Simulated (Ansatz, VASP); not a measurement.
# SiC in two plane-wave programs, part 3 of 3

Aim: how closely do two programs agree when they are given the same cell, functional and k mesh? The cell is taken from a series of runs on this material, whose earlier steps may have relaxed, scaled, displaced or heated it; both programs get it as it stands.

VASP 6.6.1 and Ansatz 0.2.0.

So far: Starting point; Ansatz: zone-centre phonons, LDA; VASP: zone-centre phonons, LDA.

## Step 3: VASP: zone-centre phonons, LDA (continued)

Level of this step: LDA; plane waves and PAW (C, Si) (VASP).

Numbers of over 12 decimals in the logs are rounded to 6 here.

OUTCAR, selected parts (step 3):

```text
ion  position               nearest neighbor table
   1  0.667  0.333  0.750-   7 1.86   7 1.86   7 1.86   5 1.88
   2  0.333  0.667  0.250-   8 1.86   8 1.86   8 1.86   6 1.88
   3  0.000  0.000  0.501-   6 1.86   6 1.86   6 1.86   7 1.87
   4  0.000  0.000  0.001-   5 1.86   5 1.86   5 1.86   8 1.87
   5  0.667  0.333  0.938-   4 1.86   4 1.86   4 1.86   1 1.88   7 3.06   7 3.06   7 3.06   8 3.06
                             8 3.06   8 3.06
   6  0.333  0.667  0.438-   3 1.86   3 1.86   3 1.86   2 1.88   8 3.06   8 3.06   8 3.06   7 3.06
                             7 3.06   7 3.06
   7  0.000  0.000  0.688-   1 1.86   1 1.86   1 1.86   3 1.87   5 3.06   5 3.06   5 3.06   6 3.06
                             6 3.06   6 3.06
   8  0.000  0.000  0.188-   2 1.86   2 1.86   2 1.86   4 1.87   6 3.06   6 3.06   6 3.06   5 3.06
                             5 3.06   5 3.06

  LATTYP: Found a hexagonal cell.
 ALAT       =     3.0279177572
 C/A-ratio  =     3.3138810224

 Subroutine GETGRP returns: Found 12 space group operations
 (whereof  6 operations were pure point group operations)

The static configuration has the point symmetry C_3v.
 The point group associated with its full space group is C_6v.

 Found     36 irreducible k-points:

   k-points           NKPTS =     36   k-points in BZ     NKDIM =     36   number of bands    NBANDS=     24

   dimension x,y,z NGX =    24 NGY =   24 NGZ =   80
   dimension x,y,z NGXF=    48 NGYF=   48 NGZF=  160

   ENCUT  =  600.0 eV  44.10 Ry    6.64 a.u.   6.05  6.05 20.04*2*pi/ulx,y,z

   NELECT =      32.0000    total number of electrons

 k-points in reciprocal lattice and weights: Automatic mesh
   0.00000000  0.00000000  0.00000000       0.003
   0.11111111  0.00000000  0.00000000       0.019
   0.22222222  0.00000000  0.00000000       0.019
   0.33333333  0.00000000  0.00000000       0.019
   0.44444444  0.00000000  0.00000000       0.019
   0.11111111  0.11111111  0.00000000       0.019
   0.22222222  0.11111111  0.00000000       0.037
   0.33333333  0.11111111  0.00000000       0.037
   0.44444444  0.11111111  0.00000000       0.019
[...]
0.33333333  0.22222222  0.50000000       0.037
   0.33333333  0.33333333  0.50000000       0.006

 average (electrostatic) potential at core
       1 -48.4593       2 -48.4593       3 -48.5146       4 -48.5146       5 -81.4227
       6 -81.4227       7 -81.3785       8 -81.3785

   1 f  =   27.990592 THz   175.870075 2PiTHz  933.665641 cm-1   115.759734 meV
             X         Y         Z           dx          dy          dz
      1.513959  0.874085  7.527405     0.000000    0.000000   -0.178283
     -0.000000  1.748169  2.510325    -0.000000   -0.000000    0.178283
      0.000000  0.000000  5.024793     0.000000   -0.000000   -0.590331
      0.000000  0.000000  0.007713    -0.000000   -0.000000    0.590331
      1.513959  0.874085  9.407155     0.000000   -0.000000   -0.181486
     -0.000000  1.748169  4.390075     0.000000   -0.000000    0.181486
      0.000000  0.000000  6.898880    -0.000000   -0.000000    0.294596
      0.000000  0.000000  1.881800     0.000000    0.000000   -0.294596

   2 f  =   27.719259 THz   174.165243 2PiTHz  924.614966 cm-1   114.637594 meV
             X         Y         Z           dx          dy          dz
      1.513959  0.874085  7.527405    -0.000000   -0.000000   -0.588161
     -0.000000  1.748169  2.510325     0.000000   -0.000000    0.588161
      0.000000  0.000000  5.024793    -0.000000   -0.000000    0.179969
      0.000000  0.000000  0.007713    -0.000000   -0.000000   -0.179969
      1.513959  0.874085  9.407155     0.000000   -0.000000    0.294874
     -0.000000  1.748169  4.390075    -0.000000   -0.000000   -0.294874
      0.000000  0.000000  6.898880     0.000000    0.000000    0.186350
      0.000000  0.000000  1.881800    -0.000000    0.000000   -0.186350

   3 f  =   25.478020 THz   160.083124 2PiTHz  849.855284 cm-1   105.368579 meV
             X         Y         Z           dx          dy          dz
      1.513959  0.874085  7.527405    -0.000000   -0.000000   -0.477440
     -0.000000  1.748169  2.510325     0.000000    0.000000   -0.477440
      0.000000  0.000000  5.024793    -0.000000   -0.000000    0.520984
      0.000000  0.000000  0.007713     0.000000   -0.000000    0.520984
      1.513959  0.874085  9.407155     0.000000    0.000000   -0.024760
     -0.000000  1.748169  4.390075     0.000000    0.000000   -0.024760
      0.000000  0.000000  6.898880     0.000000    0.000000   -0.003747
      0.000000  0.000000  1.881800    -0.000000   -0.000000   -0.003747

   4 f  =   24.594705 THz   154.533089 2PiTHz  820.391049 cm-1   101.715481 meV
             X         Y         Z           dx          dy          dz
      1.513959  0.874085  7.527405     0.412425    0.000024    0.000000
     -0.000000  1.748169  2.510325     0.412425    0.000024    0.000000
      0.000000  0.000000  5.024793     0.424407    0.000025    0.000000
      0.000000  0.000000  0.007713     0.424407    0.000025    0.000000
      1.513959  0.874085  9.407155    -0.276143   -0.000016   -0.000000
     -0.000000  1.748169  4.390075    -0.276143   -0.000016    0.000000
      0.000000  0.000000  6.898880    -0.271163   -0.000016   -0.000000
      0.000000  0.000000  1.881800    -0.271163   -0.000016   -0.000000

   5 f  =   24.594705 THz   154.533089 2PiTHz  820.391049 cm-1   101.715481 meV
             X         Y         Z           dx          dy          dz
      1.513959  0.874085  7.527405    -0.000024    0.412425   -0.000000
     -0.000000  1.748169  2.510325    -0.000024    0.412425   -0.000000
      0.000000  0.000000  5.024793    -0.000025    0.424407    0.000000
      0.000000  0.000000  0.007713    -0.000025    0.424407   -0.000000
      1.513959  0.874085  9.407155     0.000016   -0.276143    0.000000
     -0.000000  1.748169  4.390075     0.000016   -0.276143   -0.000000
      0.000000  0.000000  6.898880     0.000016   -0.271163    0.000000
      0.000000  0.000000  1.881800     0.000016   -0.271163   -0.000000

   6 f  =   24.251552 THz   152.376994 2PiTHz  808.944693 cm-1   100.296314 meV
             X         Y         Z           dx          dy          dz
      1.513959  0.874085  7.527405    -0.479713    0.000002    0.000000
     -0.000000  1.748169  2.510325     0.479713   -0.000002    0.000000
      0.000000  0.000000  5.024793     0.364357   -0.000001   -0.000000
      0.000000  0.000000  0.007713    -0.364357    0.000001   -0.000000
      1.513959  0.874085  9.407155     0.255598   -0.000001   -0.000000
     -0.000000  1.748169  4.390075    -0.255598    0.000001    0.000000
      0.000000  0.000000  6.898880     0.267935   -0.000001    0.000000
      0.000000  0.000000  1.881800    -0.267935    0.000001    0.000000

   7 f  =   24.251552 THz   152.376994 2PiTHz  808.944693 cm-1   100.296314 meV
             X         Y         Z           dx          dy          dz
      1.513959  0.874085  7.527405    -0.000002   -0.479713    0.000000
     -0.000000  1.748169  2.510325     0.000002    0.479713    0.000000
      0.000000  0.000000  5.024793     0.000001    0.364357    0.000000
      0.000000  0.000000  0.007713    -0.000001   -0.364357    0.000000
      1.513959  0.874085  9.407155     0.000001    0.255598   -0.000000
     -0.000000  1.748169  4.390075    -0.000001   -0.255598   -0.000000
      0.000000  0.000000  6.898880     0.000001    0.267935   -0.000000
      0.000000  0.000000  1.881800    -0.000001   -0.267935   -0.000000

   8 f  =   24.033567 THz   151.007353 2PiTHz  801.673490 cm-1    99.394800 meV
             X         Y         Z           dx          dy          dz
      1.513959  0.874085  7.527405    -0.361531    0.000004    0.000000
     -0.000000  1.748169  2.510325     0.361531   -0.000004    0.000000
      0.000000  0.000000  5.024793    -0.478216    0.000005   -0.000000
      0.000000  0.000000  0.007713     0.478216   -0.000005    0.000000
      1.513959  0.874085  9.407155    -0.269804    0.000003   -0.000000
     -0.000000  1.748169  4.390075     0.269804   -0.000003   -0.000000
      0.000000  0.000000  6.898880     0.260404   -0.000003   -0.000000
      0.000000  0.000000  1.881800    -0.260404    0.000003   -0.000000

   9 f  =   24.033567 THz   151.007353 2PiTHz  801.673490 cm-1    99.394800 meV
             X         Y         Z           dx          dy          dz
      1.513959  0.874085  7.527405    -0.000004   -0.361531    0.000000
     -0.000000  1.748169  2.510325     0.000004    0.361531    0.000000
      0.000000  0.000000  5.024793    -0.000005   -0.478216    0.000000
      0.000000  0.000000  0.007713     0.000005    0.478216    0.000000
      1.513959  0.874085  9.407155    -0.000003   -0.269804   -0.000000
     -0.000000  1.748169  4.390075     0.000003    0.269804   -0.000000
      0.000000  0.000000  6.898880     0.000003    0.260404   -0.000000
      0.000000  0.000000  1.881800    -0.000003   -0.260404   -0.000000

  10 f  =   23.801247 THz   149.547644 2PiTHz  793.924137 cm-1    98.434003 meV
             X         Y         Z           dx          dy          dz
      1.513959  0.874085  7.527405     0.434751   -0.000034    0.000000
     -0.000000  1.748169  2.510325     0.434751   -0.000034    0.000000
      0.000000  0.000000  5.024793    -0.424009    0.000033    0.000000
      0.000000  0.000000  0.007713    -0.424009    0.000033    0.000000
      1.513959  0.874085  9.407155     0.252590   -0.000019   -0.000000
     -0.000000  1.748169  4.390075     0.252590   -0.000019   -0.000000
      0.000000  0.000000  6.898880    -0.259626    0.000020   -0.000000
      0.000000  0.000000  1.881800    -0.259626    0.000020   -0.000000

  11 f  =   23.801247 THz   149.547644 2PiTHz  793.924137 cm-1    98.434003 meV
             X         Y         Z           dx          dy          dz
      1.513959  0.874085  7.527405    -0.000034   -0.434751    0.000000
     -0.000000  1.748169  2.510325    -0.000034   -0.434751    0.000000
      0.000000  0.000000  5.024793     0.000033    0.424009    0.000000
      0.000000  0.000000  0.007713     0.000033    0.424009    0.000000
    [... 145 further lines ...]
      0.000000  0.000000  6.898880    -0.386935   -0.159359   -0.000000
      0.000000  0.000000  1.881800    -0.386935   -0.159359   -0.000000

 MACROSCOPIC STATIC DIELECTRIC TENSOR IONIC CONTRIBUTION
 ------------------------------------------------------
           3.195532    -0.000000    -0.000000
          -0.000000     3.195532     0.000000
          -0.000000     0.000000     3.670036
 ------------------------------------------------------

 ELASTIC MODULI CONTR FROM IONIC RELAXATION (kBar)
 Direction    XX          YY          ZZ          XY          YZ          ZX
 --------------------------------------------------------------------------------
 XX        -605.5396    315.8598    244.0345      0.0000      0.0000     -0.0000
 YY         315.8598   -605.5396    244.0345     -0.0000     -0.0000      0.0000
 ZZ         244.0345    244.0345   -412.1840     -0.0000      0.0000     -0.0000
 XY           0.0000     -0.0000     -0.0000   -460.6997      0.0000     -0.0000
 YZ          -0.0000      0.0000      0.0000      0.0000   -147.0242      0.0000
 ZX          -0.0000      0.0000     -0.0000      0.0000      0.0000   -155.9581
 --------------------------------------------------------------------------------

 PIEZOELECTRIC TENSOR IONIC CONTR  for field in x, y, z        (C/m^2)
          XX          YY          ZZ          XY          YZ          ZX
  --------------------------------------------------------------------------------
  x     0.00000    -0.00000     0.00000    -0.00000    -0.00000     0.66326
  y     0.00000    -0.00000    -0.00000     0.00000     0.64380    -0.00000
  z     0.68512     0.68512    -1.15589    -0.00000     0.00000    -0.00000
```

## Step 4: Comparison

Known differences besides the potentials themselves: the two LDA forms differ slightly; fixed occupations in Ansatz, narrow Gaussian smearing in VASP; VASP's response is taken on the typed mesh, Ansatz refines its own for the field response alone; the cutoff is 420 eV in Ansatz and 600 eV in VASP; VASP's log shows a relativistic correction to its local exchange, Ansatz's none. Total energies have different zeros and are not compared.

Compared:

| quantity | Ansatz | VASP | difference |
| --- | --- | --- | --- |
| ε∞ xx | 6.89 | 6.96 | -1.00 % |
| ε∞ yy | 6.89 | 6.96 | -1.00 % |
| ε∞ zz | 7.28 | 7.29 | -0.17 % |
| Born charge of C1 (mean of the diagonal) (e) | -2.75 | -2.74 | -0.02 |
| Born charge of Si5 (mean of the diagonal) (e) | 2.71 | 2.69 | +0.02 |
| optical mode 1 to 2 (cm⁻¹) | 191.2 | 191.1 | +0.10 % |
| optical mode 3 to 4 (cm⁻¹) | 198.9 | 198.7 | +0.07 % |
| optical mode 5 to 6 (cm⁻¹) | 257.9 | 257.9 | +0.01 % |
| optical mode 7 (cm⁻¹) | 403.6 | 404.2 | -0.15 % |
| optical mode 8 (cm⁻¹) | 411.2 | 412.0 | -0.18 % |
| optical mode 9 (cm⁻¹) | 614.1 | 613.3 | +0.13 % |
| optical mode 10 (cm⁻¹) | 793.2 | 793.0 | +0.02 % |
| optical mode 11 to 12 (cm⁻¹) | 793.8 | 793.9 | -0.01 % |
| optical mode 13 to 14 (cm⁻¹) | 802.0 | 801.7 | +0.04 % |
| optical mode 15 to 16 (cm⁻¹) | 809.3 | 808.9 | +0.04 % |
| optical mode 17 to 18 (cm⁻¹) | 820.4 | 820.4 | +0.00 % |
| optical mode 19 (cm⁻¹) | 849.6 | 849.9 | -0.03 % |
| optical mode 20 (cm⁻¹) | 925.2 | 924.6 | +0.07 % |
| optical mode 21 (cm⁻¹) | 934.2 | 933.7 | +0.06 % |

Modes are paired by rising frequency, not by their patterns, so a pair may set unlike modes beside each other; they are those without the splitting of longitudinal modes.

## Step 5: Summary of results

```json
{"r.m.s. difference of the optical zone-centre modes, each program's sorted by frequency (zone-centre phonons, LDA)": "0.37 cm⁻¹", "difference in ε∞ xx (zone-centre phonons, LDA)": "-1.0 %"}
```

**Reading.** The r.m.s. difference of the optical zone-centre modes, each program's sorted by frequency is 0.37 cm⁻¹ (zone-centre phonons, LDA). Among the rows given in per cent, the largest difference of the zone-centre phonons, LDA pair is in ε∞ xx, -1.0 %. How closely two codes agree says nothing of how well the functional describes the real material.

[Lines on the potential files, build, host, timing and source positions are cut from VASP's logs without a mark.]

[Logs are printed without paths, hosts, clocks, repeated set-up lines and the standing remarks that a program may print on its own settings, such as how far it seeks lower states.]

[Hosts, paths, dates, database ids (printed as entryN), source tags and the programs' standing remarks are cut or masked in the printed files.]
